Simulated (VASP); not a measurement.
A VASP calculation is set up with these files.

**INCAR**
```
ALGO  =  Normal
EDIFF  =  1E-6
ENCUT  =  300
GGA  =  PE
ISIF  =  2
ISMEAR  =  0
LASPH  =  .TRUE.
LCHARG  =  .FALSE.
LMAXMIX  =  6
LREAL  =  .FALSE.
LWAVE  =  .FALSE.
NELM  =  100
PREC  =  Accurate
SIGMA  =  0.1
SYSTEM  =  LaGe2
```

### KPOINTS
```
Automatic mesh
0
Gamma
5 5 5
0 0 0
```

POSCAR:
```
LaGe2
1
    0.0000000000     4.8402700000     5.0061970000
    2.8103320000     0.0000000000     5.0061970000
    2.8103320000     4.8402700000     0.0000000000
Ge La
4 2
Direct
  0.6635000000   0.3365000000   0.6635000000
  0.3365000000   0.6635000000   0.3365000000
  0.5865000000   0.9135000000   0.5865000000
  0.9135000000   0.5865000000   0.9135000000
  0.0000000000   0.0000000000   0.0000000000
  0.2500000000   0.2500000000   0.2500000000
```

POTCAR, in this order: Ge_d La (PBE.64 set). Program: vasp_std.

**Question.** Translate this PBE calculation to Quantum ESPRESSO's pw.x.

**Answer.** One equivalent input (not run):
```
&CONTROL
  calculation = 'scf'
  pseudo_dir = './pseudo'
  outdir = './out'
  tprnfor = .true.
  tstress = .true.
/
&SYSTEM
  ibrav = 0
  nat = 6
  ntyp = 2
  ecutwfc = 110
  occupations = 'smearing'
  smearing = 'gaussian'
  degauss = 0.00735
  input_dft = 'pbe'
/
&ELECTRONS
  conv_thr = 7.3e-08
  electron_maxstep = 100
/
ATOMIC_SPECIES
  Ge 72.630 Ge.upf
  La 138.905 La.upf
CELL_PARAMETERS angstrom
     0.0000000    4.8402700    5.0061970
     2.8103320    0.0000000    5.0061970
     2.8103320    4.8402700    0.0000000
ATOMIC_POSITIONS crystal
  Ge   0.6635000  0.3365000  0.6635000
  Ge   0.3365000  0.6635000  0.3365000
  Ge   0.5865000  0.9135000  0.5865000
  Ge   0.9135000  0.5865000  0.9135000
  La   0.0000000  0.0000000  0.0000000
  La   0.2500000  0.2500000  0.2500000
K_POINTS automatic
  5 5 5 0 0 0
```
What does not carry over: the potentials are each code's own (VASP's PAW set, PseudoDojo norm-conserving files in pw.x), so ENCUT and ecutwfc are chosen apart and not converted; conv_thr bounds pw.x's estimated SCF error, while EDIFF bounds the energy change between steps.

The structure was generated: LaGe2 was put into an ordered model structure, which need not be its known phase. The cell was not relaxed at this level. The run is one of a series of settings (KPOINTS 5×5×5 Γ-centred mesh against the base run), some of them coarse on purpose.
